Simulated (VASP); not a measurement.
A convergence study with VASP on Hf (hcp): a few settings are varied, all else stays as given below, so the limit is that of these other settings.

```
CELL_PARAMETERS angstrom
      1.59500    -2.76262     0.00000
      1.59500     2.76262     0.00000
      0.00000     0.00000     5.05000
ATOMIC_POSITIONS crystal
  Hf 0.33333 0.66667 0.25000
  Hf 0.66667 0.33333 0.75000
```

These are PBEsol GGA, VASP's PBE PAW potentials (set 64) (plane waves; VASP 6.6.1) values and carry that method's errors. The last row used: 550 eV cut-off, 21×21×11 Γ-centred mesh, second-order Methfessel-Paxton smearing of 0.40 eV, potentials Hf_pv.

Unless said otherwise, spin-orbit coupling is left out, though it shifts the bands of the heavy elements here.

```json
[
 {"setting": "ISMEAR = -1, SIGMA = 0.01, 7×7×4 mesh", "E (eV/atom)": "-10.4949", "pressure (GPa)": "-3.20", "irreducible k-points": "24"},
 {"setting": "ISMEAR = -1, SIGMA = 0.1, 7×7×4 mesh", "E (eV/atom)": "…", "pressure (GPa)": "…", "irreducible k-points": "24"},
 {"setting": "ISMEAR = 0, SIGMA = 0.01, 7×7×4 mesh", "E (eV/atom)": "-10.4949", "pressure (GPa)": "-3.17", "irreducible k-points": "24"},
 {"setting": "ISMEAR = 0, SIGMA = 0.1, 7×7×4 mesh", "E (eV/atom)": "…", "pressure (GPa)": "-3.28", "irreducible k-points": "24"},
 {"setting": "ISMEAR = 1, SIGMA = 0.01, 7×7×4 mesh", "E (eV/atom)": "-10.4949", "pressure (GPa)": "-3.17", "irreducible k-points": "24"},
 {"setting": "ISMEAR = 1, SIGMA = 0.2, 7×7×4 mesh", "E (eV/atom)": "-10.4934", "pressure (GPa)": "-3.28", "irreducible k-points": "24"},
 {"setting": "ISMEAR = 2, SIGMA = 0.05, 7×7×4 mesh", "E (eV/atom)": "-10.4949", "pressure (GPa)": "-3.21", "irreducible k-points": "24"},
 {"setting": "ISMEAR = 2, SIGMA = 0.2, 7×7×4 mesh", "E (eV/atom)": "-10.4938", "pressure (GPa)": "-3.24", "irreducible k-points": "24"},
 {"setting": "ISMEAR = -1, SIGMA = 0.01, 15×15×8 mesh", "E (eV/atom)": "-10.4950", "pressure (GPa)": "-3.53", "irreducible k-points": "135"},
 {"setting": "ISMEAR = -1, SIGMA = 0.2, 15×15×8 mesh", "E (eV/atom)": "-10.4882", "pressure (GPa)": "-3.14", "irreducible k-points": "135"},
 {"setting": "ISMEAR = 0, SIGMA = 0.01, 15×15×8 mesh", "E (eV/atom)": "-10.4950", "pressure (GPa)": "-3.52", "irreducible k-points": "135"},
 {"setting": "ISMEAR = 0, SIGMA = 0.2, 15×15×8 mesh", "E (eV/atom)": "-10.4949", "pressure (GPa)": "-3.53", "irreducible k-points": "135"},
 {"setting": "ISMEAR = 1, SIGMA = 0.01, 15×15×8 mesh", "E (eV/atom)": "-10.4950", "pressure (GPa)": "-3.52", "irreducible k-points": "135"},
 {"setting": "ISMEAR = 1, SIGMA = 0.4, 15×15×8 mesh", "E (eV/atom)": "-10.4949", "pressure (GPa)": "-3.64", "irreducible k-points": "135"},
 {"setting": "ISMEAR = 2, SIGMA = 0.05, 15×15×8 mesh", "E (eV/atom)": "-10.4950", "pressure (GPa)": "-3.53", "irreducible k-points": "135"},
 {"setting": "ISMEAR = 2, SIGMA = 0.4, 15×15×8 mesh", "E (eV/atom)": "-10.4946", "pressure (GPa)": "-3.58", "irreducible k-points": "135"},
 {"setting": "ISMEAR = -1, SIGMA = 0.05, 21×21×11 mesh", "E (eV/atom)": "-10.4950", "pressure (GPa)": "-3.56", "irreducible k-points": "288"},
 {"setting": "ISMEAR = -1, SIGMA = 0.2, 21×21×11 mesh", "E (eV/atom)": "-10.4882", "pressure (GPa)": "-3.14", "irreducible k-points": "288"},
 {"setting": "ISMEAR = 0, SIGMA = 0.05, 21×21×11 mesh", "E (eV/atom)": "-10.4951", "pressure (GPa)": "-3.57", "irreducible k-points": "288"},
 {"setting": "ISMEAR = 0, SIGMA = 0.2, 21×21×11 mesh", "E (eV/atom)": "-10.4948", "pressure (GPa)": "-3.54", "irreducible k-points": "288"},
 {"setting": "ISMEAR = 1, SIGMA = 0.05, 21×21×11 mesh", "E (eV/atom)": "-10.4951", "pressure (GPa)": "-3.58", "irreducible k-points": "288"},
 {"setting": "ISMEAR = 1, SIGMA = 0.4, 21×21×11 mesh", "E (eV/atom)": "-10.4949", "pressure (GPa)": "-3.64", "irreducible k-points": "288"},
 {"setting": "ISMEAR = 2, SIGMA = 0.1, 21×21×11 mesh", "E (eV/atom)": "-10.4950", "pressure (GPa)": "-3.57", "irreducible k-points": "288"},
 {"setting": "ISMEAR = 2, SIGMA = 0.4, 21×21×11 mesh", "E (eV/atom)": "-10.4947", "pressure (GPa)": "-3.58", "irreducible k-points": "288"}
]
```

Problem. What belongs in the gaps?

Solution. 
- ISMEAR = -1, SIGMA = 0.1, 7×7×4 mesh, E (eV/atom): -10.4933
- ISMEAR = -1, SIGMA = 0.1, 7×7×4 mesh, pressure (GPa): -3.40
- ISMEAR = 0, SIGMA = 0.1, 7×7×4 mesh, E (eV/atom): -10.4945

Left out are rungs that failed or repeat a setting and relaxations that didn't move; long series are thinned to 24 rows.

The compound is Hf in the hcp structure. The cell was not relaxed at this level.
